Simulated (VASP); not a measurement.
Computed with PBEsol GGA, VASP's PBE PAW potentials (set 64) (plane waves; VASP 6.6.1).

Input for VASP

INCAR:
```
ALGO = Normal
EDIFF = 1E-7
ENCUT = 600
GGA = PS
ISIF = 2
ISMEAR = 1
LASPH = .TRUE.
LCHARG = .FALSE.
LMAXMIX = 4
LREAL = .FALSE.
LWAVE = .FALSE.
NELM = 100
PREC = Accurate
SIGMA = 0.1
SYSTEM = ZrC
```

### KPOINTS
```
kpoints
0
G
12 12 12
0 0 0
```

POSCAR:
```
ZrC
1
   -0.0000000000     2.3360033734     2.3360033734
    2.3360033734     0.0000000000     2.3360033734
    2.3360033734     2.3360033734     0.0000000000
Zr C
1 1
Direct
 -0.0160530590   0.0160530590  -0.0160530590
  0.5000000000   0.5000000000   0.5000000000
```

POTCAR, in this order: Zr_sv C (PBE.64 set). Program: vasp_std.

The run wrote:

OUTCAR:
```
 ion  position               nearest neighbor table
   1  0.984  0.016  0.984-   2 2.26   2 2.34   2 2.34   2 2.34   2 2.34   2 2.41
   2  0.500  0.500  0.500-   1 2.26   1 2.34   1 2.34   1 2.34   1 2.34   1 2.41
  LATTYP: Found a face centered cubic cell.
 ALAT       =     4.6720067468
 Subroutine PRICEL returns:
 Original cell was already a primitive cell.
 Subroutine GETGRP returns: Found  8 space group operations
The static configuration has the point symmetry C_4v.
The dynamic configuration has the point symmetry C_4v.
 Subroutine INISYM returns: Found  8 space group operations
 Subroutine IBZKPT returns following result:
 Found    163 irreducible k-points:

 Following reciprocal coordinates:
            Coordinates               Weight
  0.000000  0.000000  0.000000      1.000000
  0.083333  0.000000  0.000000      8.000000
  0.166667  0.000000  0.000000      8.000000
  0.250000  0.000000  0.000000      8.000000
  0.333333  0.000000  0.000000      8.000000
  0.416667  0.000000  0.000000      8.000000
  0.500000  0.000000  0.000000      4.000000
  0.083333  0.083333  0.000000      4.000000
  0.083333  0.000000  0.083333      2.000000
  0.166667  0.083333  0.000000     16.000000
  0.083333  0.000000  0.166667      8.000000
  0.250000  0.083333  0.000000     16.000000
  0.083333  0.000000  0.250000      8.000000
  0.333333  0.083333  0.000000     16.000000
  0.083333  0.000000  0.333333      8.000000
  0.416667  0.083333  0.000000     16.000000
  0.083333  0.000000  0.416667      8.000000
  0.500000  0.083333  0.000000     16.000000
  0.083333  0.000000  0.500000      8.000000
 -0.416667  0.083333  0.000000     16.000000
  0.083333  0.000000 -0.416667      8.000000
 -0.333333  0.083333  0.000000     16.000000
  0.083333  0.000000 -0.333333      8.000000
 -0.250000  0.083333  0.000000     16.000000
...
```

File OSZICAR:
```
       N       E                     dE             d eps       ncg     rms          rms(c)
DAV:   1     0.116567289658E+03    0.11657E+03   -0.97285E+03  3912   0.151E+03
DAV:   2    -0.172729150677E+02   -0.13384E+03   -0.12590E+03  4488   0.356E+02
DAV:   3    -0.235145293810E+02   -0.62416E+01   -0.61194E+01  5868   0.684E+01
DAV:   4    -0.237719547364E+02   -0.25743E+00   -0.25723E+00  5112   0.126E+01
DAV:   5    -0.237774260828E+02   -0.54713E-02   -0.54709E-02  5612   0.165E+00    0.226E+01
DAV:   6    -0.206901076579E+02    0.30873E+01   -0.14657E+01  4436   0.273E+01    0.902E+00
DAV:   7    -0.205708406247E+02    0.11927E+00   -0.65604E-01  4652   0.662E+00    0.638E+00
DAV:   8    -0.205550837892E+02    0.15757E-01   -0.13390E-01  4224   0.335E+00    0.131E+00
DAV:   9    -0.205520286596E+02    0.30551E-02   -0.27293E-02  4892   0.112E+00    0.495E-01
DAV:  10    -0.205520775443E+02   -0.48885E-04   -0.19397E-03  4552   0.558E-01    0.318E-01
DAV:  11    -0.205519386192E+02    0.13893E-03   -0.56657E-04  4436   0.194E-01    0.230E-02
DAV:  12    -0.205519369079E+02    0.17113E-05   -0.78364E-06  5600   0.333E-02    0.105E-02
DAV:  13    -0.205519367229E+02    0.18504E-06   -0.30850E-07  4532   0.571E-03    0.160E-03
DAV:  14    -0.205519367371E+02   -0.14182E-07   -0.26532E-08  2468   0.137E-03
   1 F= -.20551937E+02 E0= -.20551892E+02  d E =-.134113E-03
```

OUTCAR:
```
------------------------ aborting loop because EDIFF is reached ----------------------------------------
  FORCE on cell =-STRESS in cart. coord.  units (eV):
  Direction    XX          YY          ZZ          XY          YZ          ZX
  --------------------------------------------------------------------------------------
  Total       -0.0285353      0.2103086     -0.0285353      0.0000000      0.0000000      0.0000000
  in kB       -1.7932604     13.2165228     -1.7932604      0.0000000      0.0000000      0.0000000
  external PRESSURE =       3.2100007 kB  Pullay stress =       0.0000000 kB
  volume of cell :       25.49
      direct lattice vectors                 reciprocal lattice vectors
     0.000000000  2.336003373  2.336003373    -0.214040787  0.214040787  0.214040787
     2.336003373  0.000000000  2.336003373     0.214040787 -0.214040787  0.214040787
     2.336003373  2.336003373  0.000000000     0.214040787  0.214040787 -0.214040787
 POSITION                                       TOTAL-FORCE (eV/Angst)
 -----------------------------------------------------------------------------------
      2.33600      4.59701      2.33600         0.000000      0.537675      0.000000
      2.33600      2.33600      2.33600         0.000000     -0.537675      0.000000
 -----------------------------------------------------------------------------------
    total drift:                               -0.000000     -0.000048     -0.000000
  FREE ENERGIE OF THE ION-ELECTRON SYSTEM (eV)
  ---------------------------------------------------
  free  energy   TOTEN  =       -20.5519367371 eV

  energy  without entropy=      -20.5518026243  energy(sigma->0) =      -20.55189203
```
(Selected blocks of OUTCAR.)

The compound is ZrC in the rock salt structure. This cell was strained or had an atom moved on purpose.
